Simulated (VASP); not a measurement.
Set up this calculation in VASP 6.6.1, as the native input.

```yaml
Task: single point
Functional: PBE
Potentials_or_basis: VASP PAW PBE potentials, release 64 (Mn_pv, Si, Mo_sv)
Cutoff: 520 eV
k_mesh: 3 × 3 × 5
Occupations: fermi-dirac, width 0.1 eV
Spin: no spin polarisation
Dipole_correction: no
Further_INCAR_settings: ALGO = Normal; EDIFF = 1e-07; NBANDS = 60
```

The structure of MnSi2Mo2 lies in POSCAR:

```
MnSi2Mo2
1.0
    6.2985690000      0.0000000000      0.0000000000
    0.0000000000      6.2985690000      0.0000000000
    0.0000000000      0.0000000000      3.4399380000
Mn Si Mo
2 4 4
Direct
    0.0000000000      0.0000000000      0.0000000000
    0.5000000000      0.5000000000      0.0000000000
    0.3900000000      0.8900000000      0.0000000000
    0.1100000000      0.3900000000      0.0000000000
    0.6100000000      0.1100000000      0.0000000000
    0.8900000000      0.6100000000      0.0000000000
    0.1800000000      0.6800000000      0.5000000000
    0.3200000000      0.1800000000      0.5000000000
    0.8200000000      0.3200000000      0.5000000000
    0.6800000000      0.8200000000      0.5000000000
```

The cell was built by a generator and needn't be a form met in nature.

These files were run (other wordings do the same):

INCAR

```
SYSTEM = MnSi2Mo2
ALGO = Normal
EDIFF = 1E-7
ENCUT = 520
GGA = PE
ISIF = 2
ISMEAR = -1
LASPH = .True.
LCHARG = .True.
LELF = .True.
LREAL = .False.
LVHAR = .True.
LWAVE = .False.
NBANDS = 60
NELM = 60
PREC = Accurate
SIGMA = 0.1
```

KPOINTS

```
k-points
0
Gamma
  3 3 5
  0 0 0
```

Potentials or basis: VASP PAW PBE potentials, release 64 (Mn_pv, Si, Mo_sv).

The run is started by

```bash
$ cat potpaw_PBE.64/Mn_pv/POTCAR potpaw_PBE.64/Si/POTCAR potpaw_PBE.64/Mo_sv/POTCAR > POTCAR
$ mpirun -np 1 vasp_std > vasp.out
```

It gave:

| Item | Value |
| --- | --- |
| Pressure | 3.9 GPa |
| Largest force | 7.955 eV/Å |
| Band gap on the k mesh | none (metal or under the smearing width) |

Caveat: the k mesh is coarse (spacing up to 0.37 Å⁻¹), so the values aren't converged; forces of over 1 eV/Å show positions far from the minimum, so gaps and moduli don't describe the material at rest.

Run time: 66 s on 1 thread of Intel(R) Xeon(R) 6975P-C (Granite Rapids) (shared host), peak memory 0.26 GiB.
